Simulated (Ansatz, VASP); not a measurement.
**Cross-check of ZnNi between VASP and Ansatz**

Aim: how closely do two programs agree when they are given the same cell, functional and k mesh? The cell is taken from a series of runs on this material, whose earlier steps may have relaxed, scaled, displaced or heated it; both programs get it as it stands.

Calculated with Ansatz 0.2.0; plane waves, with VASP 6.6.1 beside it; single point at LDA.

**1. Starting point**

The structure is cubic, space group Pm-3m (No. 221). Conventional cell: a = 2.908 Å, b = 2.908 Å, c = 2.908 Å, α = 90.00°, β = 90.00°, γ = 90.00°. Nearest to Zn lie 8 Ni at 2.52 Å. Nearest to Ni lie 8 Zn at 2.52 Å. Farther neighbours are not listed.

**2. Ansatz: single point, LDA**

Ansatz runs on its default PAW (the set named soft_2) files.

With cell and atoms fixed, the geometry can't cause a difference; cores, projectors, grids and the points listed under the comparison can.

The input, input.yaml:

```yaml
crystal:
  lattice:
    - [2.9083, 0.0, 0.0]
    - [0.0, 2.9083, 0.0]
    - [0.0, 0.0, 2.9083]
  atoms:
    - { symbol: Zn, position: [0.5, 0.5, 0.5] }
    - { symbol: Ni, position: [0.0, 0.0, 0.0] }
kpoints:
  mp_grid: { grid: [6, 6, 6] }
hamiltonian:
  xc: lda
scf:
  occupations: { method: gaussian, width: 0.1 }
output:
  forces: true
  stress: true
  eigenvalues: true
```

On the command line:

```bash
$ ansatz run input.yaml --threads 4 --pin off --max-ram 7168MiB --backend cpu --events-out ev --progress --plain --runs-dir out
```

Numbers of over 12 decimals in the logs are rounded to 6 here.

The log of the run:

```text
Engine: ansatz 0.2.0, aarch64-unknown-linux-gnu
Pseudopotentials: kind: paw
Pseudopotential: Zn, paw, valence charge 12, recommended cutoff 420 eV (normal), Zn.paw.azcp
Pseudopotential: Ni, paw, valence charge 18, recommended cutoff 420 eV (normal), Ni.paw.azcp
Functional definition: SPW92
  exchange = slater_x
  correlation = pw_c
Crystal: 2 atoms, lattice volume = 24.599 Å³
Basis set: ecut = 420 eV, 461 PW (Γ)
Bands: 19, of which v1, the nominal top of the filled ones, is band 15 counted from 1 (14 counted from 0)
Symmetry: 48 space group operations
Space group: Pm-3m (ITA 221), of the structure as read, at distance tolerance 2.9e-5 Å
k-points: 20 of 216
Non-local potential: Zn, projectors of the file, l = 0: 2, l = 1: 2, l = 2: 3, l = 3: 1
Non-local potential: Ni, projectors of the file, l = 0: 3, l = 1: 2, l = 2: 3, l = 3: 1
PAW form: soft (Blöchl's): semilocal exchange-correlation on the pseudo side does not see the compensation charge
PAW frozen core: Zn, regenerated for the run's functional, and the local potential with it (the file was generated under x = pbe(κ = 0.804, μ = 0.219515), c = pbe(β = 0.066725))
PAW frozen core: Ni, regenerated for the run's functional, and the local potential with it (the file was generated under x = pbe(κ = 0.804, μ = 0.219515), c = pbe(β = 0.066725))
PAW one-centre angular grid: Zn, 590 points (default); XC on 64 Gauss nodes
PAW one-centre angular grid: Ni, 590 points (default); XC on 64 Gauss nodes
Initial density: superposition of atomic densities (neutral atoms: chi_scale 0, normalization atom), corrected by the library's trained network
Initial wavefunctions: pseudopotential atomic-orbital guess
Functional: x = slater, c = lda
SCF iter   1: F=—  HF=-9020.068967 eV  |F-HF|=—  |Δ(HF+E_count)|=         —  Δρ=2.54e-2  dr2=8.97e-2  ethr=1.77e-3  ⟨swp⟩=5.0  Hψ=1696  notcnv=0
preconditioner: auto → none  [metal: Δε(μ)=0.079 eV  Ē_g=11.152 eV  σ=0.100 eV  W_gap=0.42  n_scr=6 (ndim 8)  ℏωp=35.1 eV  f_vac=0.000  D(μ)=2.05/eV (n_scr^D=26)  sad-step TF]
SCF iter   2: F=—  HF=-9020.059983 eV  |F-HF|=—  |Δ(HF+E_count)|=   8.98e-3  Δρ=1.13e-2  dr2=2.02e-2  ethr=2.99e-4  ⟨swp⟩=2.0  Hψ=600  notcnv=0  defer=3
SCF iter   3: F=—  HF=-9020.058110 eV  |F-HF|=—  |Δ(HF+E_count)|=   1.87e-3  Δρ=2.20e-3  dr2=5.05e-4  ethr=6.73e-5  ⟨swp⟩=1.2  Hψ=387  notcnv=0  defer=3
SCF iter   4: F=—  HF=-9020.057895 eV  |F-HF|=—  |Δ(HF+E_count)|=   2.15e-4  Δρ=6.56e-4  dr2=6.01e-5  ethr=1.68e-6  ⟨swp⟩=2.1  Hψ=574  notcnv=0  defer=3
SCF iter   5: F=—  HF=-9020.057866 eV  |F-HF|=—  |Δ(HF+E_count)|=   2.85e-5  Δρ=1.27e-4  dr2=1.26e-6  ethr=2.00e-7  ⟨swp⟩=2.0  Hψ=509  notcnv=0  defer=3
SCF iter   6: F=-9020.057865 eV  HF=-9020.057865 eV  |F-HF|=4.60e-8  |Δ(HF+E_count)|=   7.84e-7  Δρ=2.02e-5  dr2=3.58e-8  ethr=3.33e-10  ⟨swp⟩=6.8  Hψ=1981  notcnv=0
SCF 1 converged in 6 iterations: F = -9020.057865 eV  dr2 = 3.58e-8
  greatest PAW one-centre occupation: 1.002 electrons in one spin orbital (limit 2), on the Ni atom at site 1 (counted from 0), in its partial waves of l = 1
SCF converged after 6 iterations
Free energy (F): -9020.057865 eV
Harris-Foulkes:  -9020.057865 eV  (|F-HF|=4.60e-8)
Internal energy: -9020.046620 eV  (E = F + TS)
E sigma→0 (E₀):  -9020.052243 eV
Entropy (-TS):   -0.011245 eV (-5.623 meV/atom)
Fermi energy:    14.165582 eV
--- Per-component energies (eV) ---
  E_band       = -252.630703
  E_kinetic    = 416.899708
  E_local      = -5182.808496  (includes V_loc(G=0)·N_el)
  E_nonlocal   = 1256.565468
  E_hartree    = 2173.617295
  E_xc         = -220.652837
  E_vxc        = -163.639478  (∫ρ·V_xc dr)
  E_paw        = -3320.762552  (= ΣΔE_a)
  E_vpaw       = -926.879391  (= ΣTr[D̂ρ^β])
  E_aug_tail   = 0.000015  (compensation charges beyond the density's cutoff)
  E_ewald      = -4144.896483
  E_core_change = 1.991262  (= ΣΔE_core)
  E_smearing   = -0.011245  (= −TS)
  E_closure    = 0.000000  (closes the sum)
  Σ components = -9020.057865   (vs F -9020.057865, Δ=0.00e0)
--- Forces (eV/Å), atoms counted from 1 ---
  atom   1  Zn     0.00000000    -0.00000000     0.00000000
  atom   2  Ni    -0.00000000     0.00000000     0.00000000
  max |Σ_I F_I| component: 3.16e-30 eV/Å
--- Stress (GPa, compression-positive) ---
      -15.649765      -0.000000      -0.000000
       -0.000000     -15.649765       0.000000
        0.000000       0.000000     -15.649765
  P = ⅓ Tr σ = -15.6498 GPa (-156.498 kbar)
--- Band table (eV; the first three rows and the last of 20) ---
  k-point 0: bands = [... 11 lower, 12.1518, 13.3710, 13.3710, 13.3710, 21.2928, 21.2928, 21.2928, 26.8190]
  k-point 1: bands = [... 11 lower, 12.1557, 13.1559, 13.1559, 13.3521, 18.2482, 22.1187, 22.1187, 27.0364]
  k-point 2: bands = [... 11 lower, 12.0748, 12.7846, 12.7846, 13.3139, 14.9172, 24.2974, 24.2974, 27.7064]
  k-point 19: bands = [... 11 lower, 11.1534, 13.6888, 13.6888, 18.6396, 19.5946, 19.5946, 19.5946, 20.1117]
```

In the SCF lines HF is the Harris–Foulkes energy and dr2 the Hartree energy of the density residual, in eV; the loop may stop once dr2 is under the threshold and the program's other checks hold. Hψ counts applications of the Hamiltonian.

The run ends at a pressure of -15.65 GPa.

**3. VASP: single point, LDA**

The same cell, functional (in two slightly different forms), mesh and smearing now go to VASP, with its own data sets.

Lines of VASP's logs that name or quote its potential files are left out, and so is its time.

The input, INCAR:

```
SYSTEM = ZnNi
PREC = Accurate
ENCUT = 600
EDIFF = 1E-06
NELM = 120
ISMEAR = 0
SIGMA = 0.1
LREAL = .FALSE.
ALGO = Normal
GGA = PW92
NBANDS = 17
LASPH = .TRUE.
LORBIT = 11
LWAVE = .FALSE.
LCHARG = .FALSE.
ISIF = 2
GGA_COMPAT = .FALSE.
```

The input, POSCAR:

```
ZnNi
1.0
    2.9083000000      0.0000000000      0.0000000000
    0.0000000000      2.9083000000      0.0000000000
    0.0000000000      0.0000000000      2.9083000000
Zn Ni
1 1
Direct
    0.5000000000      0.5000000000      0.5000000000
    1.0000000000      1.0000000000      1.0000000000
```

The input, KPOINTS:

```
Automatic mesh
0
Gamma
6 6 6
0 0 0
```

PAW data sets: Zn and Ni (LDA family, release 64).

On the command line:

```bash
$ mpirun -np 1 vasp_std
```

The log of the run:

```text
[banner, memory and clock lines left out]
running    1 mpi-ranks, on    1 nodes
 distrk:  each k-point on    1 cores,    1 groups
 distr:  one band on    1 cores,    1 groups

 POSCAR found type information on POSCAR ZnNi
 POSCAR found :  2 types and       2 ions
|                                                                             |
|               ----> ADVICE to this user running VASP <----                  |
|                                                                             |
|     You enforced a specific xc type in the INCAR file but a different       |
|     [... a line on the potential file left out ...]
|     I HOPE YOU KNOW WHAT YOU ARE DOING!                                     |
|                                                                             |

 LDA part: xc-table for (Slater(with rela. corr.)+PW92), standard interpolation
 POSCAR, INCAR and KPOINTS ok, starting setup
 FFT: planning ... GRIDC
 FFT: planning ... GRID_SOFT
 FFT: planning ... GRID
 WAVECAR not read
 entering main loop
       N       E                     dE             d eps       ncg     rms          rms(c)
DAV:   1     0.103854604445E+03    0.10385E+03   -0.11781E+04   704   0.219E+03
DAV:   2    -0.610749302776E+01   -0.10996E+03   -0.10589E+03   680   0.304E+02
DAV:   3    -0.976337556660E+01   -0.36559E+01   -0.36372E+01   744   0.679E+01
DAV:   4    -0.980194385190E+01   -0.38568E-01   -0.38552E-01   892   0.609E+00
DAV:   5    -0.980270637104E+01   -0.76252E-03   -0.76250E-03   787   0.767E-01    0.976E+00
DAV:   6    -0.104645149582E+02   -0.66181E+00   -0.12779E+01   712   0.615E+01    0.112E+01
DAV:   7    -0.891915868729E+01    0.15454E+01   -0.51446E+00   705   0.636E+01    0.323E+00
DAV:   8    -0.889811720222E+01    0.21041E-01   -0.17325E-01   766   0.611E+00    0.128E+00
DAV:   9    -0.888939281712E+01    0.87244E-02   -0.66271E-03   907   0.123E+00    0.244E-01
DAV:  10    -0.888905910648E+01    0.33371E-03   -0.12025E-03   778   0.505E-01    0.722E-02
DAV:  11    -0.888905617311E+01    0.29334E-05   -0.12421E-04   909   0.246E-01    0.197E-02
DAV:  12    -0.888905219253E+01    0.39806E-05   -0.13722E-05   791   0.724E-02    0.338E-03
DAV:  13    -0.888905206659E+01    0.12594E-06   -0.64758E-07   359   0.149E-02
   1 F= -.88890521E+01 E0= -.88834092E+01  d E =-.112858E-01
```

From OUTCAR (step 3):

```text
ion  position               nearest neighbor table
   1  0.500  0.500  0.500-   2 2.52   2 2.52   2 2.52   2 2.52   2 2.52   2 2.52   2 2.52   2 2.52

  LATTYP: Found a simple cubic cell.
 ALAT       =     2.9083000000

 Subroutine GETGRP returns: Found 48 space group operations
 (whereof 48 operations were pure point group operations)

The static configuration has the point symmetry O_h .

 Found     20 irreducible k-points:

   k-points           NKPTS =     20   k-points in BZ     NKDIM =     20   number of bands    NBANDS=     17

   dimension x,y,z NGX =    24 NGY =   24 NGZ =   24
   dimension x,y,z NGXF=    48 NGYF=   48 NGZF=   48

   ENCUT  =  600.0 eV  44.10 Ry    6.64 a.u.   5.81  5.81  5.81*2*pi/ulx,y,z

   NELECT =      22.0000    total number of electrons

 k-points in reciprocal lattice and weights: Automatic mesh
   0.00000000  0.00000000  0.00000000       0.005
   0.16666667  0.00000000  0.00000000       0.028
   0.33333333  0.00000000  0.00000000       0.028
   0.50000000  0.00000000  0.00000000       0.014
   0.16666667  0.16666667  0.00000000       0.056
   0.33333333  0.16666667  0.00000000       0.111
   0.50000000  0.16666667  0.00000000       0.056
   0.33333333  0.33333333  0.00000000       0.056
   0.50000000  0.33333333  0.00000000       0.056
[...]
0.50000000  0.50000000  0.33333333       0.028
   0.50000000  0.50000000  0.50000000       0.005

 average (electrostatic) potential at core
       1 -34.6659       2 -85.2025

 E-fermi :   5.5441

 k-point     1 :       0.0000    0.0000    0.0000
  band No.  band energies     occupation
    ...
      7       3.5286      2.00000
      8       3.5286      2.00000
      9       4.7395      2.00000
     10       4.7395      2.00000
     11       4.7395      2.00000
     12      12.7214      0.00000
     13      12.7214      0.00000
     14      12.7214      0.00000
     15      18.2642      0.00000
     16      18.2642      0.00000
    ...

 k-point     2 :       0.1667    0.0000    0.0000
  band No.  band energies     occupation
    ...
      7       3.5061      2.00000
      8       3.5337      2.00000
      9       4.5278      2.00000
     10       4.5278      2.00000
     11       4.7219      2.00000
     12       9.6630      0.00000
     13      13.5439      0.00000
     14      13.5439      0.00000
     15      18.4882      0.00000
     16      19.2150      0.00000
    ...

 k-point     3 :       0.3333    0.0000    0.0000
  band No.  band energies     occupation
    ...
      7       2.9529      2.00000
      8       3.4587      2.00000
      9       4.1616      2.00000
     10       4.1616      2.00000
     11       4.6862      2.00000
     12       6.3100      0.00000
     13      15.7197      0.00000
     14      15.7197      0.00000
     15      19.1754      0.00000
     16      19.9806      0.00000
    ...

  Total       -2.3229015     -2.3229015     -2.3229015      0.0000000      0.0000000     -0.0000000
  in kB     -151.2947170   -151.2947170   -151.2947170      0.0000000      0.0000000     -0.0000000
  external PRESSURE =    -151.2947170 kB  Pullay stress =       0.0000000 kB

  energy-cutoff  :      600.00
  volume of cell :       24.60
      direct lattice vectors                 reciprocal lattice vectors
     2.908300000  0.000000000  0.000000000     0.343843482  0.000000000  0.000000000
     0.000000000  2.908300000  0.000000000     0.000000000  0.343843482  0.000000000
     0.000000000  0.000000000  2.908300000     0.000000000  0.000000000  0.343843482

 POSITION                                       TOTAL-FORCE (eV/Angst)
 -----------------------------------------------------------------------------------
      1.45415      1.45415      1.45415         0.000000      0.000000      0.000000
      0.00000      0.00000      0.00000         0.000000      0.000000      0.000000
 -----------------------------------------------------------------------------------
    total drift:                                0.000000      0.000000     -0.000000

  FREE ENERGIE OF THE ION-ELECTRON SYSTEM (eV)
  ---------------------------------------------------
  free  energy   TOTEN  =        -8.8890520666 eV

  energy  without entropy=       -8.8777662723  energy(sigma->0) =       -8.88340917

 total charge
# of ion       s       p       d       tot
------------------------------------------
    1        0.610   0.537   9.747  10.893
    2        0.414   0.403   8.443   9.260
--------------------------------------------------
tot          1.024   0.939  18.191  20.154

[... 3 further parts left out ...]
```

This run has no spin polarisation, so a moment on Ni, if there is one, isn't seen.

**4. Differences**

Known differences besides the potentials themselves: the data sets hold 30 valence electrons in Ansatz (on its default PAW (the set named soft_2) files) and 22 in VASP; the cutoff is 420 eV in Ansatz and 600 eV in VASP; VASP's log shows a relativistic correction to its local exchange, Ansatz's none. Total energies have different zeros and are not compared.

Both answers:

| quantity | Ansatz | VASP | difference |
| --- | --- | --- | --- |
| pressure (GPa) | -15.65 | -15.13 | -0.52 |

**5. Results**

| Item | Value |
| --- | --- |
| difference in pressure (single point, LDA) | -0.52 GPa |

The difference in pressure is -0.52 GPa (single point, LDA), within the 1 GPa picked in this series as the mark of a large difference. The data sets hold unlike numbers of valence electrons (30 in Ansatz and 22 in VASP), so part of the differences comes from the potentials. How closely two codes agree says nothing of how well the functional describes the real material.

[Lines on the potential files, build, host, timing and source positions are cut from VASP's logs without a mark.]

[Logs are printed without paths, hosts, clocks, repeated set-up lines and the standing remarks that a program may print on its own settings, such as how far it seeks lower states.]

[Hosts, paths, dates, database ids (printed as entryN), source tags and the programs' standing remarks are cut or masked in the printed files.]
